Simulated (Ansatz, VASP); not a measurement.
**PtSe2 (Sudovikovite): VASP beside Ansatz**

Wanted: the spread between two codes on one cell, functional and k mesh. The cell is taken from a series of runs on this material, whose earlier steps may have relaxed, scaled, displaced or heated it; both programs get it as it stands.

Program: Ansatz 0.2.0. Level of theory: plane waves, with VASP 6.6.1 beside it; zone-centre phonons at PBEsol with D3(BJ). Results are calculated unless marked as measured.

### Step 1. The starting structure

The structure is trigonal, space group P-3m1 (No. 164). The conventional cell has a = 3.728 Å, b = 3.728 Å, c = 4.564 Å, α = 90.00°, β = 90.00°, γ = 120.00°. Nearest to Se lie 3 Pt at 2.49 Å. Pt has 6 Se at 2.49 Å nearest. Farther neighbours and most contacts between anions are not listed.

### Step 2. Ansatz: zone-centre phonons, PBEsol with D3(BJ)

Ansatz runs on its PAW soft_1 files.

Second derivatives magnify differences that forces hide, and they need a tight electronic threshold.

Input file input.yaml:

```yaml
crystal:
  lattice:
    - [3.7283568859, 0.0, 0.0]
    - [-1.8641784429, 3.2288517775, 0.0]
    - [0.0, 0.0, 4.5636585231]
  atoms:
    - { symbol: Se, position: [0.3333333333, 0.6666666667, 0.2752497097] }
    - { symbol: Se, position: [0.6666666667, 0.3333333333, 0.7247502903] }
    - { symbol: Pt, position: [0.0, 0.0, 0.0] }
kpoints:
  mp_grid: { grid: [15, 15, 8] }
hamiltonian:
  xc: pbesol
  dispersion: d3bj
  pseudopotentials: { kind: paw, azcp: { folder: soft_1 }, xc_functional: pbe }
scf:
  occupations: { method: methfessel_paxton, width: 0.2 }
output:
  eigenvalues: true
phonons:
  method: dfpt
```

Started as:

```
$ ansatz run input.yaml --threads 4 --pin off --max-ram 10240MiB --backend cpu --events-out ev --progress --plain --runs-dir out
```

Numbers of over 12 decimals in the logs are rounded to 6 here.

Log:

```text
Engine: ansatz 0.2.0, aarch64-unknown-linux-gnu
Pseudopotentials: kind: paw
Pseudopotential: Se, paw, valence charge 16, recommended cutoff 420 eV (normal), soft_1/Se.paw.azcp
Pseudopotential: Pt, paw, valence charge 18, recommended cutoff 420 eV (normal), soft_1/Pt.paw.azcp
Functional definition: PBEsol
  exchange = pbesol_x
  correlation = pbesol_c
Crystal: 3 atoms, lattice volume = 54.939 Å³
Basis set: ecut = 420 eV, 1095 PW (Γ), exchange–correlation on 50×50×64 points (8 copies of the dense FFT grid, shifted against one another)
Bands: 30, of which v1, the nominal top of the filled ones, is band 25 counted from 1 (24 counted from 0)
Symmetry: 12 space group operations
k-points: 488 of 1800 (irreducible under 2 space group operations, time reversal used)
Non-local potential: Se, projectors of the file, l = 0: 2, l = 1: 2, l = 2: 3, l = 3: 1
Non-local potential: Pt, projectors of the file, l = 0: 3, l = 1: 2, l = 2: 2, l = 3: 1
PAW form: soft (Blöchl's): semilocal exchange-correlation on the pseudo side does not see the compensation charge
PAW frozen core: Se, regenerated for the run's functional, and the local potential with it (the file was generated under x = pbe(κ = 0.804, μ = 0.219515), c = pbe(β = 0.066725))
PAW frozen core: Pt, regenerated for the run's functional, and the local potential with it (the file was generated under x = pbe(κ = 0.804, μ = 0.219515), c = pbe(β = 0.066725))
PAW one-centre angular grid: Se, 590 points (default); XC on 64 Gauss nodes
PAW one-centre angular grid: Pt, 590 points (default); XC on 64 Gauss nodes
Initial density: superposition of atomic densities (chi_scale 0.1, normalization cell, long waves kept (reshape's long-wave potential 0.00 eV rms))
Initial wavefunctions: pseudopotential atomic-orbital guess
Functional: x = pbesol(κ = 0.804, μ = 0.123457), c = pbesol(β = 0.046)
SCF iter   1: F=—  HF=-23236.605407 eV  |F-HF|=—  |Δ(HF+E_count)|=         —  Δρ=5.11e-2  dr2=7.20e-1  ethr=3.10e-3  ⟨swp⟩=4.9  Hψ=53190  notcnv=0
preconditioner: auto → Kerker (q_TF=auto, 2.686 Å⁻¹)  [metal: Δε(μ)=0.074 eV  Ē_g=10.406 eV  σ=0.200 eV  W_gap=0.31  n_scr=20 (ndim 8)  ℏωp=23.5 eV  f_vac=0.001  D(μ)=0.44/eV (n_scr^D=0)]
SCF iter   2: F=—  HF=-23236.457683 eV  |F-HF|=—  |Δ(HF+E_count)|=   1.48e-1  S|Δr|=    0.00e0  Δρ=2.58e-2  dr2=2.09e-1  ethr=1.44e-3  ⟨swp⟩=2.0  Hψ=20642  notcnv=0  defer=166
SCF iter   3: F=—  HF=-23236.407255 eV  |F-HF|=—  |Δ(HF+E_count)|=   5.04e-2  S|Δr|=    0.00e0  Δρ=8.19e-3  dr2=3.14e-2  ethr=4.17e-4  ⟨swp⟩=2.0  Hψ=16656  notcnv=0  defer=166
SCF iter   4: F=—  HF=-23236.399869 eV  |F-HF|=—  |Δ(HF+E_count)|=   7.39e-3  S|Δr|=    0.00e0  Δρ=1.33e-3  dr2=1.92e-3  ethr=6.27e-5  ⟨swp⟩=3.0  Hψ=26972  notcnv=0  defer=166
SCF iter   5: F=—  HF=-23236.399650 eV  |F-HF|=—  |Δ(HF+E_count)|=   2.20e-4  S|Δr|=    0.00e0  Δρ=6.71e-4  dr2=4.34e-4  ethr=3.85e-6  ⟨swp⟩=2.0  Hψ=24736  notcnv=0  defer=166
SCF iter   6: F=—  HF=-23236.399463 eV  |F-HF|=—  |Δ(HF+E_count)|=   1.87e-4  S|Δr|=    0.00e0  Δρ=2.42e-4  dr2=6.05e-5  ethr=8.67e-7  ⟨swp⟩=2.0  Hψ=24736  notcnv=0  defer=166
SCF iter   7: F=—  HF=-23236.399466 eV  |F-HF|=—  |Δ(HF+E_count)|=   2.97e-6  S|Δr|=    0.00e0  Δρ=5.13e-5  dr2=2.03e-6  ethr=1.21e-7  ⟨swp⟩=3.0  Hψ=25595  notcnv=0  defer=166
SCF iter   8: F=—  HF=-23236.399467 eV  |F-HF|=—  |Δ(HF+E_count)|=   1.08e-6  S|Δr|=    0.00e0  Δρ=2.16e-5  dr2=3.74e-7  ethr=4.05e-9  ⟨swp⟩=2.0  Hψ=25172  notcnv=0  defer=166
SCF iter   9: F=—  HF=-23236.399467 eV  |F-HF|=—  |Δ(HF+E_count)|=   3.55e-9  S|Δr|=    0.00e0  Δρ=8.21e-6  dr2=4.40e-8  ethr=7.49e-10  ⟨swp⟩=2.0  Hψ=19434  notcnv=0  defer=166
SCF iter  10: F=—  HF=-23236.399467 eV  |F-HF|=—  |Δ(HF+E_count)|=   2.44e-9  S|Δr|=    0.00e0  Δρ=3.23e-6  dr2=4.70e-9  ethr=8.81e-11  ⟨swp⟩=2.0  Hψ=19921  notcnv=0  defer=166
SCF iter  11: F=—  HF=-23236.399467 eV  |F-HF|=—  |Δ(HF+E_count)|=  6.22e-10  S|Δr|=    0.00e0  Δρ=7.12e-7  dr2=2.55e-10  ethr=9.40e-12  ⟨swp⟩=2.4  Hψ=23396  notcnv=0  defer=166
SCF iter  12: F=—  HF=-23236.399467 eV  |F-HF|=—  |Δ(HF+E_count)|=  2.15e-10  S|Δr|=    0.00e0  Δρ=3.69e-7  dr2=4.44e-11  ethr=1.00e-12  ⟨swp⟩=2.2  Hψ=22585  notcnv=0  defer=166
SCF iter  13: F=-23236.399467 eV  HF=-23236.399467 eV  |F-HF|=3.64e-12  |Δ(HF+E_count)|=  3.64e-12  S|Δr|=    0.00e0  Δρ=6.79e-8  dr2=1.63e-12  ethr=1.00e-12  ⟨swp⟩=6.7  Hψ=70583  notcnv=0
the search or the solves at the SCF's close seem to have found levels that the self-consistency loop had missed (the run counts 2). By its estimate they hold under 1e-12 electrons; where the run keeps them, the occupations were computed again with them
SCF 1 converged in 13 iterations: F = -23236.399467 eV  dr2 = 1.63e-12
  greatest PAW one-centre occupation: 1.000 electrons in one spin orbital (limit 2), on the Pt atom at site 2 (counted from 0), in its partial waves of l = 0
DFPT response loops at Γ: preconditioner auto → Kerker (q_TF=auto, 2.686 Å⁻¹) (partly filled bands, converged f_vac=0.007); β = 1.00, the filter's whole step (`scf.mixing.beta` (0.50) is not read by the response loops under this deck's `scf.mixing.preconditioner`; to damp them name `kerker` or `kerker_dos`, under which they read `scf.mixing.beta`, and type it under 1.00, their step now; both keys bind the ground state too); Broyden in place of MSR1
SCF converged after 13 iterations
Stability not checked: this state was not tested for a lower state beside it, because cold or Methfessel-Paxton smearing, or corrected tetrahedra, fill the levels in a way that the test cannot read (fill_not_monotonic; see scf.lower_state_search)
Free energy (F): -23236.399467 eV
Harris-Foulkes:  -23236.399467 eV  (|F-HF|=3.64e-12)
Internal energy: -23236.401387 eV  (E = F + TS)
E sigma→0 (E₀):  -23236.399947 eV
Entropy (-TS):   0.001920 eV (0.640 meV/atom)
Fermi energy:    14.703776 eV
--- Per-component energies (eV) ---
  E_band       = -893.010799
  E_kinetic    = 821.195893
  E_local      = -6518.605044  (includes V_loc(G=0)·N_el)
  E_nonlocal   = -497.165047
  E_hartree    = 3228.083193
  E_xc         = -402.042603
  E_vxc        = -454.137257  (∫ρ·V_xc dr)
  E_paw        = -13519.432348  (= ΣΔE_a)
  E_vpaw       = -700.466134  (= ΣTr[D̂ρ^β])
  E_aug_tail   = 0.000396  (compensation charges beyond the density's cutoff)
  E_ewald      = -6349.317125
  E_disp       = -1.422637  (pairwise vdW)
  E_core_change = 2.303935  (= ΣΔE_core)
  E_smearing   = 0.001920  (= −TS)
  E_closure    = 0.000000  (closes the sum)
  Σ components = -23236.399467   (vs F -23236.399467, Δ=0.00e0)
--- Band table (eV; the first three rows and the last of 488) ---
  k-point 0: bands = [... 21 lower, 12.1856, 13.6802, 13.6802, 15.5559, 15.5559, 15.7371, 17.6684, 19.1379, ... 1 higher]
  k-point 1: bands = [... 21 lower, 12.1775, 13.4829, 13.4829, 15.2428, 15.8312, 15.8312, 17.8284, 19.6566, ... 1 higher]
  k-point 2: bands = [... 21 lower, 12.1323, 13.1060, 13.1060, 14.2299, 16.4316, 16.4316, 18.4225, 20.5910, ... 1 higher]
  k-point 487: bands = [... 21 lower, 11.2851, 11.5082, 12.1188, 13.4238, 15.6271, 16.1526, 19.4338, 21.5696, ... 1 higher]
--- Phonons (Γ-DFPT): 4 representative perturbations + reference, on 488 of 1800 k-points (Σ response iterations 12) ---
  k mesh reduced under 2 symmetry operations, with k and −k counted as one. Each operation leaves every solved perturbation unchanged. A smaller set is not used because it would not reduce the number of displacements times k-points to solve
  ASR residual: 6.151e-5 → 0.000e0 eV/Å²; symmetrization residual: 1.564e-5 eV/Å²
  pairwise dispersion correction: d3bj (s6 = 1.0, s8 = 2.9491, a1 = 0.4466, a2_bohr = 6.1742), with the weights of each atom's references fixed at the reference crystal's, and the forces and stress that the weights' published response gives there kept as a pressure on the atom's counted neighbours (hamiltonian.dispersion)
  ASR residual per site (eV/Å²): 4.60e-5 4.60e-5 6.15e-5
  Γ frequencies (cm⁻¹): 0.00 0.00 0.00 170.42 170.42 223.17 224.38 226.69 226.69
  non-analytic LO–TO correction: not included (Born effective charges unavailable; polar crystals: no LO–TO splitting at Γ)
```

(Part 1 of 2 ends here.)

[Lines on the potential files, build, host, timing and source positions are cut from VASP's logs without a mark.]

[Logs are printed without paths, hosts, clocks, repeated set-up lines and the standing remarks that a program may print on its own settings, such as how far it seeks lower states.]

[Hosts, paths, dates, database ids (printed as entryN), source tags and the programs' standing remarks are cut or masked in the printed files.]
